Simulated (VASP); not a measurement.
Sb:

```
CELL_PARAMETERS angstrom
2.15060 1.24165 3.74400
-2.15060 1.24165 3.74400
0.00000 -2.48330 3.74400
ATOMIC_POSITIONS crystal
Sb 0.23364 0.23364 0.23364
Sb 0.76636 0.76636 0.76636
```

```yaml
Program: VASP 6.6.1
Task: relaxation of cell and atoms
Functional: r2SCAN
Potentials_or_basis: VASP PAW PBE potentials, release 64 (Sb)
Cutoff: 600 eV
k_mesh: 12 × 12 × 12
Occupations: gaussian, width 0.1 eV
Spin: no spin polarisation
```

At the start: pressure 2.2 GPa; volume 29.99 Å³/atom.

Task: How do energy, volume and symmetry change on relaxing?

Result: Over 11 steps the energy falls by 8.4 meV/atom and the volume is 31.47 Å³/atom (+4.9 %); space group R-3m (No. 166, to 0.05 Å).

Step by step:
| step | energy change (eV) | largest force (eV/Å) | pressure (GPa) | volume (Å³) |
| --- | --- | --- | --- | --- |
| 1 | 0.0000 | 0.1061 | 2.20 | 59.99 |
| 2 | -0.0065 | 0.2476 | -1.34 | 63.63 |
| 3 | -0.0139 | 0.1050 | 0.06 | 62.04 |
| 4 | -0.0149 | 0.0754 | 0.05 | 62.20 |
| 5 | -0.0162 | 0.0006 | 0.03 | 62.61 |
| 6 | -0.0162 | 0.0226 | 0.03 | 62.72 |
| 7 | -0.0167 | 0.0054 | -0.03 | 62.89 |
| 8 | -0.0168 | 0.0060 | -0.07 | 63.01 |
| 9 | -0.0168 | 0.0076 | -0.07 | 63.02 |
| 10 | -0.0167 | 0.0148 | 0.13 | 62.83 |
| 11 | -0.0168 | 0.0014 | 0.01 | 62.94 |

Final structure:
```
Sb
1.0
     2.17261    1.25436    3.84947
    -2.17261    1.25436    3.84947
     0.00000   -2.50871    3.84947
Sb
2
Direct
  0.23205 0.23205 0.23205
  0.76795 0.76795 0.76795
```

Caveat: the PAW data sets were made with another functional, which shifts forces and pressure a little.
